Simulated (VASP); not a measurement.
# NaY (Pm-3m) in VASP: relaxation of cell and atoms with PBE

Aim: the relaxation of cell and atoms of NaY with PBE.

All numbers are computed with VASP 6.6.1; they aren't measurements. Logs are shortened: lines on timing, memory, paths and dates and some standing lists are left out, and cuts for length are marked.

**1. The crystal as given**

Symmetry: Pm-3m, No. 221, cubic system. The conventional cell has a = 4.012 Å, b = 4.012 Å, c = 4.012 Å, α = 90.00°, β = 90.00°, γ = 90.00°. Na (site symmetry m-3m) has 8 Y at 3.47 Å as nearest neighbours. Around Y (site symmetry m-3m) lie 8 Na at 3.47 Å.

The cell was built by a generator and needn't be a form met in nature.

**2. Relaxation of cell and atoms, PBE**

Contents of INCAR:

```
ALGO = Normal ; EDIFF = 1E-6
EDIFFG = -0.005 ; ENCUT = 600
GGA = PE ; IBRION = 2
ISIF = 3 ; ISMEAR = -1
LASPH = T ; LCHARG = F
LREAL = F ; LWAVE = F
NELM = 60 ; NSW = 40
PREC = Accurate ; PSTRESS = 0
SIGMA = 0.05
```

Contents of KPOINTS:

```
k-points
0
Monkhorst-Pack
  7 7 7
```

Contents of POSCAR:

```
NaY
1.0
    4.0118800000      0.0000000000      0.0000000000
    0.0000000000      4.0118800000      0.0000000000
    0.0000000000      0.0000000000      4.0118800000
Na Y
1 1
Direct
    0.0000000000      0.0000000000      0.0000000000
    0.5000000000      0.5000000000      0.5000000000
```

Potentials or basis: VASP PAW PBE potentials, release 64 (Na_pv, Y_sv).

Run with:

```
$ cat potpaw_PBE.64/Na_pv/POTCAR potpaw_PBE.64/Y_sv/POTCAR > POTCAR
$ mpirun -np 1 vasp_std > vasp.out
```

OUTCAR:

```text
EDIFF = 1E-6
   EDIFFG = -0.005
   ENCUT = 600
   GGA = PE
   IBRION = 2
   ISIF = 3
   ISMEAR = -1
   LASPH = T
   LREAL = F
   NELM = 60
   NSW = 40
   PREC = Accurate
   PSTRESS = 0

 ion  position               nearest neighbor table
   1  0.000  0.000  0.000-   2 3.47   2 3.47   2 3.47   2 3.47   2 3.47   2 3.47   2 3.47   2 3.47

   2  0.500  0.500  0.500-   1 3.47   1 3.47   1 3.47   1 3.47   1 3.47   1 3.47   1 3.47   1 3.47

  LATTYP: Found a simple cubic cell.
 ALAT       =     4.0118800000

  Lattice vectors:

 A1 = (   4.0118800000,   0.0000000000,   0.0000000000)
 A2 = (   0.0000000000,   4.0118800000,   0.0000000000)
 A3 = (   0.0000000000,   0.0000000000,   4.0118800000)

Analysis of symmetry for initial positions (statically):
=====================================================================
 Subroutine PRICEL returns:
 Original cell was already a primitive cell.

 Routine SETGRP: Setting up the symmetry group for a
 simple cubic supercell.

 Subroutine GETGRP returns: Found 48 space group operations
 (whereof 48 operations were pure point group operations)
 out of a pool of 48 trial point group operations.

The static configuration has the point symmetry O_h .

Analysis of symmetry for dynamics (positions and initial velocities):
=====================================================================
 Subroutine PRICEL returns:
 Original cell was already a primitive cell.

 Routine SETGRP: Setting up the symmetry group for a
 simple cubic supercell.

 Subroutine GETGRP returns: Found 48 space group operations
 (whereof 48 operations were pure point group operations)
 out of a pool of 48 trial point group operations.

The dynamic configuration has the point symmetry O_h .

 Subroutine INISYM returns: Found 48 space group operations
 (whereof 48 operations are pure point group operations),
 and found     1 'primitive' translations

----------------------------------------------------------------------------------------

                                     Primitive cell

  volume of cell :      64.5719

  direct lattice vectors                    reciprocal lattice vectors
     4.011880000  0.000000000  0.000000000     0.249259699  0.000000000  0.000000000
     0.000000000  4.011880000  0.000000000     0.000000000  0.249259699  0.000000000
     0.000000000  0.000000000  4.011880000     0.000000000  0.000000000  0.249259699

  length of vectors
     4.011880000  4.011880000  4.011880000     0.249259699  0.249259699  0.249259699

  position of ions in fractional coordinates (direct lattice)
     0.000000000  0.000000000  0.000000000
     0.500000000  0.500000000  0.500000000

  ion indices of the primitive-cell ions
   primitive index   ion index
                 1           1
                 2           2

----------------------------------------------------------------------------------------

 KPOINTS: k-points

Automatic generation of k-mesh.
 Grid dimensions read from file:
 generate k-points for:    7    7    7

 Generating k-lattice:

  Cartesian coordinates                     Fractional coordinates (reciprocal lattice)
     0.035608528  0.000000000  0.000000000     0.142857143  0.000000000  0.000000000
     0.000000000  0.035608528  0.000000000     0.000000000  0.142857143  0.000000000
     0.000000000  0.000000000  0.035608528     0.000000000  0.000000000  0.142857143

  Length of vectors
     0.035608528  0.035608528  0.035608528

  Shift w.r.t. Gamma in fractional coordinates (k-lattice)
     0.000000000  0.000000000  0.000000000

 Subroutine IBZKPT returns following result:
 ===========================================

 Found     20 irreducible k-points:

 Following reciprocal coordinates:
            Coordinates               Weight
  0.000000  0.000000  0.000000      1.000000
  0.142857  0.000000  0.000000      6.000000
  0.285714  0.000000  0.000000      6.000000
  0.428571  0.000000  0.000000      6.000000
  0.142857  0.142857  0.000000     12.000000
  0.285714  0.142857  0.000000     24.000000
[... 12 lines left out ...]
  0.428571  0.428571  0.285714     24.000000
  0.428571  0.428571  0.428571      8.000000
   k-points           NKPTS =     20   k-points in BZ     NKDIM =     20   number of bands    NBANDS=     13
   number of dos      NEDOS =    301   number of ions     NIONS =      2
   total plane-waves  NPLWV =  32768
   dimension x,y,z NGX =    32 NGY =   32 NGZ =   32
   dimension x,y,z NGXF=    64 NGYF=   64 NGZF=   64
   ions per type =               1   1
   NGX,Y,Z   is equivalent  to a cutoff of  13.26, 13.26, 13.26 a.u.
   NGXF,Y,Z  is equivalent  to a cutoff of  26.52, 26.52, 26.52 a.u.
 SYSTEM =  unknown system
   PREC   = accura    normal or accurate (medium, high low for compatibility)
   ISTART =      0    job   : 0-new  1-cont  2-samecut
   ICHARG =      2    charge: 1-file 2-atom 10-const
   ISPIN  =      1    spin polarized calculation?
   LNONCOLLINEAR =      F non collinear calculations
   LSORBIT =      F    spin-orbit coupling
   LASPH  =      T    aspherical Exc in radial PAW
   ENCUT  =  600.0 eV  44.10 Ry    6.64 a.u.   8.01  8.01  8.01*2*pi/ulx,y,z
   NELM   =     60;   NELMIN=  2; NELMDL= -5     # of ELM steps
   EDIFF  = 0.1E-05   stopping-criterion for ELM
   LREAL  =      F    real-space projection
   EDIFFG = -.5E-02   stopping-criterion for IOM
   NSW    =     40    number of steps for IOM
   IBRION =      2    ionic relax: 0-MD 1-quasi-New 2-CG
   NFREE  =      1    steps in history (QN), initial steepest desc. (CG)
   ISIF   =      3    stress and relaxation
   ISYM   =      2    0-nonsym 1-usesym 2-fastsym
   POTIM  = 0.5000    time-step for ionic-motion
   TEBEG  =    0.0;   TEEND  =   0.0 temperature during run
   PSTRESS=    0.0 pullay stress
   NELECT =      18.0000    total number of electrons
   NUPDOWN=      -1.0000    fix difference up-down
   EMIN   =  10.00;   EMAX   =-10.00  energy-range for DOS
   EFERMI =   0.00;   METHOD = LEGACY
   ISMEAR =    -1;   SIGMA  =   0.05  broadening in eV -4-tet -1-fermi 0-gaus
   EFERMI_NEDOS =   21; number of points for ismear=-14 and -15
   IALGO  =     38    algorithm
   IMIX   =      4    mixing-type and parameters
     AMIX     =   0.40;   BMIX     =  1.00
     AMIX_MAG =   1.60;   BMIX_MAG =  1.00
  volume/ion in A,a.u.               =      32.29       217.88
  Fermi-wavevector in a.u.,A,eV,Ry     =   1.069427  2.020924 15.560625  1.143674
  Thomas-Fermi vector in A             =   2.205106
   LORBIT       =      0    0 simple, 1 ext, 2 COOP (PROOUT), +10 PAW based schemes
   GGA     = PE    functional components
   LHFCALC =     F    Hartree Fock is set to
   AEXX    =    0.0000 exact exchange contribution
   IVDW    =     0    specifies the selected vdW correction
   LEPSILON=     F    determine dielectric tensor
   LRPA    =     F    only Hartree local field effects (RPA)
 conjugate gradient relaxation of ions
 non-spin polarized calculation
  energy-cutoff  :      600.00
  volume of cell :       64.57
 maximum number of plane-waves:      2179
   NGX = 17   NGY = 17   NGZ = 17

 number of electron      17.9999982 magnetization

 Free energy of the ion-electron system (eV)
  ---------------------------------------------------
  ext. energy  EPLUGINS =         0.00000000
  ---------------------------------------------------
  free energy    TOTEN  =        -6.90311415 eV

  energy without entropy =       -6.87564059  energy(sigma->0) =       -6.88937737

 E-fermi :   1.8766     XC(G=0):  -8.3250

 val. band max:        1.8346030919   @ k =   0.1429   0.1429   0.0000
 cond. band min:       1.8789664519   @ k =   0.4286   0.4286   0.2857
 fundamental gap:      0.0443633601
 Fermi energy:         1.8765512760

 k-point     1 :       0.0000    0.0000    0.0000
  band No.  band energies     occupation
      1     -41.7276      2.00000
      2     -21.8064      2.00000
      3     -21.8064      2.00000
      4     -21.8064      2.00000
      5     -21.5963      2.00000
      6     -21.5963      2.00000
      7     -21.5963      2.00000
      8      -2.3397      2.00000
      9       1.7022      1.94063
     10       1.7022      1.94063
     11       4.6739      0.00000
     12       4.6739      0.00000
     13       4.6739      0.00000

 k-point     2 :       0.1429    0.0000    0.0000
  band No.  band energies     occupation
      1     -41.7268      2.00000
      2     -21.8061      2.00000
      3     -21.8022      2.00000
      4     -21.8022      2.00000
      5     -21.6166      2.00000
      6     -21.5989      2.00000
      7     -21.5989      2.00000
      8      -2.1110      2.00000
      9       1.7390      1.87983
     10       1.7849      1.72430
     11       4.3465      0.00000
     12       4.3465      0.00000
     13       4.7027      0.00000

 k-point     3 :       0.2857    0.0000    0.0000
  band No.  band energies     occupation
      1     -41.7248      2.00000
      2     -21.8035      2.00000
      3     -21.7925      2.00000
      4     -21.7925      2.00000
      5     -21.6640      2.00000
      6     -21.6054      2.00000
      7     -21.6054      2.00000
      8      -1.4718      2.00000
      9       1.5743      1.99527
     10       1.9887      0.19181
     11       3.8160      0.00000
     12       3.8160      0.00000
     13       4.7690      0.00000
[... 241 lines left out ...]
 k-point    19 :       0.4286    0.4286    0.2857
  band No.  band energies     occupation
      1     -41.7161      2.00000
      2     -21.8207      2.00000
      3     -21.8185      2.00000
      4     -21.7898      2.00000
      5     -21.6708      2.00000
      6     -21.6666      2.00000
      7     -21.6523      2.00000
      8       1.1142      2.00000
      9       1.7748      1.76876
     10       1.8790      0.97585
     11       2.8639      0.00000
     12       4.0782      0.00000
     13       4.1716      0.00000

 k-point    20 :       0.4286    0.4286    0.4286
  band No.  band energies     occupation
      1     -41.7146      2.00000
      2     -21.8052      2.00000
      3     -21.7962      2.00000
      4     -21.7962      2.00000
      5     -21.6858      2.00000
      6     -21.6858      2.00000
      7     -21.6769      2.00000
      8       1.3847      1.99989
      9       1.6133      1.98971
     10       1.6133      1.98971
     11       4.1227      0.00000
     12       4.3264      0.00000
     13       4.3264      0.00000

------------------------ aborting loop because EDIFF is reached ----------------------------------------

  FORCE on cell =-STRESS in cart. coord.  units (eV):
  Direction    XX          YY          ZZ          XY          YZ          ZX
  --------------------------------------------------------------------------------------
  -------------------------------------------------------------------------------------
  Total        0.0028429      0.0028429      0.0028429     -0.0000000      0.0000000     -0.0000000
  in kB        0.0705384      0.0705384      0.0705384     -0.0000000      0.0000000     -0.0000000
  external PRESSURE =       0.0705384 kB  Pullay stress =       0.0000000 kB

 VOLUME and BASIS-vectors are now :
 -----------------------------------------------------------------------------
  energy-cutoff  :      600.00
  volume of cell :       64.57
      direct lattice vectors                 reciprocal lattice vectors
     4.011880000  0.000000000  0.000000000     0.249259699  0.000000000  0.000000000
     0.000000000  4.011880000  0.000000000     0.000000000  0.249259699  0.000000000
     0.000000000  0.000000000  4.011880000     0.000000000  0.000000000  0.249259699

 POSITION                                       TOTAL-FORCE (eV/Angst)
 -----------------------------------------------------------------------------------
      0.00000      0.00000      0.00000         0.000000      0.000000      0.000000
      2.00594      2.00594      2.00594         0.000000      0.000000      0.000000
 -----------------------------------------------------------------------------------
    total drift:                                0.000000      0.000000     -0.000000

  FREE ENERGIE OF THE ION-ELECTRON SYSTEM (eV)
  ---------------------------------------------------
  free  energy   TOTEN  =        -6.9031141519 eV

  energy  without entropy=       -6.8756405868  energy(sigma->0) =       -6.88937737

 reached required accuracy - stopping structural energy minimisation
```

It took 9.7 s on 1 thread of Intel Xeon 6975P-C (Granite Rapids), shared host; peak memory 0.19 GiB.

Results:

```yaml
Free_energy: -6.9031 eV
Pressure_after_relaxing: 0.0 GPa
```

Final structure:
```
CELL_PARAMETERS angstrom
4.01188 0.00000 0.00000
0.00000 4.01188 0.00000
0.00000 0.00000 4.01188
ATOMIC_POSITIONS crystal
Na 0.00000 0.00000 0.00000
Y 0.50000 0.50000 0.50000
```

Caveat: the relaxation stopped at its first step, so nothing moved.
